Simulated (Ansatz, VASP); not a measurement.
## One calculation of Cd3C2, two programs

```
Cd C
1.0
     3.89386    0.00000    0.00000
    -1.94693    3.37218    0.00000
     0.00000    0.00000    6.00343
Cd C
3 2
Direct
  0.00000 0.00000 0.00000
  0.33333 0.66667 0.66215
  0.66667 0.33333 0.33785
  0.33333 0.66667 0.23847
  0.66667 0.33333 0.76153
```

Alike in both runs: functional r2SCAN; k mesh 6 × 6 × 4; occupations gaussian, width 0.1 eV; no spin polarisation.

Ansatz relaxed the structure, and its values are those at the end. VASP's run is a single point on that final structure, the one shown.

```csv
,VASP,Ansatz
version,VASP 6.6.1,Ansatz 0.2.0
potentials or method,"VASP PAW PBE potentials, release 64 (Cd, C)","scalar-relativistic, plane waves, PAW"
plane-wave cutoff (eV),520,500
valence electrons in the cell,44,68
```

Ansatz gave:

```
gap on the k mesh at the Fermi level (eV) : none
pressure (GPa)                            : -0.1
rms of the force components (eV/Å)        : 0.011
```

Question: Estimate VASP's values.

Answer: gap on the k mesh at the Fermi level (eV): none; pressure (GPa): 0.9; rms of the force components (eV/Å): 0.008.

A gap of «none» marks a metal or a gap that the smearing closes. The two sets of potentials don't hold the same shells in valence.

Caveats: the PAW data sets were made with another functional, which shifts forces and pressure a little (VASP).
